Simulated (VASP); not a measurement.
Level of theory: RPBE GGA, VASP's PBE PAW potentials (set 64) (plane waves; VASP).

VASP ran on this input.

**POSCAR**
```
PbF2
1
    0.0000000000     3.0457050694     3.0457050694
    3.0457050694     0.0000000000     3.0457050694
    3.0457050694     3.0457050694     0.0000000000
Pb F
1 2
Direct
  0.0000000000   0.0000000000   1.0000000000
  0.2500000000   0.2500000000   0.2500000000
  0.7500000000   0.7500000000   0.7500000000
```

File KPOINTS:
```
Automatic mesh
0
G
 6 6 6
0 0 0
```

**INCAR**
```
! general
SYSTEM =PbF2
PREC   =Accurate
ENCUT  =520   ! plane-wave cut-off (eV)
LREAL  =.FALSE.   ! projection in real space or not
LASPH  =.TRUE.   ! aspherical one-centre terms

! electronic loop
EDIFF  =1E-7
NELM   =100
ALGO   =Normal
LMAXMIX=4

! smearing
ISMEAR =0   ! Gaussian
SIGMA  =0.05   ! width (eV)

! functional
GGA    =RP   ! RPBE

! ions
ISIF   =2

! output
LWAVE  =.FALSE.
LCHARG =.FALSE.
```

POTCAR, in this order: Pb_d F (PBE.64 set). Program: vasp_std.

What VASP printed:

### OSZICAR
```
       N       E                     dE             d eps       ncg     rms          rms(c)
DAV:   1     0.297375917837E+03    0.29738E+03   -0.15082E+04   584   0.173E+03
DAV:   2     0.661680052869E+01   -0.29076E+03   -0.28052E+03   700   0.440E+02
DAV:   3    -0.150639958437E+02   -0.21681E+02   -0.21536E+02   654   0.140E+02
DAV:   4    -0.156821877726E+02   -0.61819E+00   -0.61785E+00   630   0.251E+01
DAV:   5    -0.157055622534E+02   -0.23374E-01   -0.23374E-01   642   0.468E+00    0.839E+00
DAV:   6    -0.135275913905E+02    0.21780E+01   -0.11426E+01   736   0.271E+01    0.288E+00
DAV:   7    -0.135374203740E+02   -0.98290E-02   -0.52337E-01   580   0.478E+00    0.168E+00
DAV:   8    -0.135516699326E+02   -0.14250E-01   -0.13315E-01   576   0.435E+00    0.524E-01
DAV:   9    -0.135494884430E+02    0.21815E-02   -0.25010E-02   640   0.117E+00    0.120E-01
DAV:  10    -0.135513924844E+02   -0.19040E-02   -0.30814E-03   576   0.646E-01    0.348E-02
DAV:  11    -0.135513572557E+02    0.35229E-04   -0.20662E-04   598   0.166E-01    0.191E-02
DAV:  12    -0.135513655155E+02   -0.82598E-05   -0.80878E-05   600   0.975E-02    0.108E-02
DAV:  13    -0.135513634605E+02    0.20550E-05   -0.28110E-05   600   0.600E-02    0.477E-03
DAV:  14    -0.135513633626E+02    0.97886E-07   -0.21193E-06   614   0.117E-02    0.972E-04
DAV:  15    -0.135513633933E+02   -0.30715E-07   -0.49617E-08   420   0.211E-03
   1 F= -.13551363E+02 E0= -.13551363E+02  d E =-.648175E-14
```

**OUTCAR**
```
------------------------ aborting loop because EDIFF is reached ----------------------------------------
  FORCE on cell =-STRESS in cart. coord.  units (eV):
  Direction    XX          YY          ZZ          XY          YZ          ZX
  --------------------------------------------------------------------------------------
  Total        0.0007491      0.0007491      0.0007491     -0.0000000      0.0000000     -0.0000000
  in kB        0.0212408      0.0212408      0.0212408     -0.0000000      0.0000000     -0.0000000
  external PRESSURE =       0.0212408 kB  Pullay stress =       0.0000000 kB
  volume of cell :       56.51
      direct lattice vectors                 reciprocal lattice vectors
     0.000000000  3.045705069  3.045705069    -0.164165600  0.164165600  0.164165600
     3.045705069  0.000000000  3.045705069     0.164165600 -0.164165600  0.164165600
     3.045705069  3.045705069  0.000000000     0.164165600  0.164165600 -0.164165600
 POSITION                                       TOTAL-FORCE (eV/Angst)
 -----------------------------------------------------------------------------------
      0.00000      0.00000      0.00000        -0.000000     -0.000000     -0.000000
      1.52285      1.52285      1.52285         0.000000      0.000000      0.000000
      4.56856      4.56856      4.56856        -0.000000     -0.000000     -0.000000
 -----------------------------------------------------------------------------------
    total drift:                                0.000000     -0.000000      0.000000
  FREE ENERGIE OF THE ION-ELECTRON SYSTEM (eV)
  ---------------------------------------------------
  free  energy   TOTEN  =       -13.5513633933 eV

  energy  without entropy=      -13.5513633933  energy(sigma->0) =      -13.55136339
```
(Selected blocks of OUTCAR.)

The compound is PbF2 in the fluorite structure, the β form. It was relaxed first, which changed the volume by +8 %.
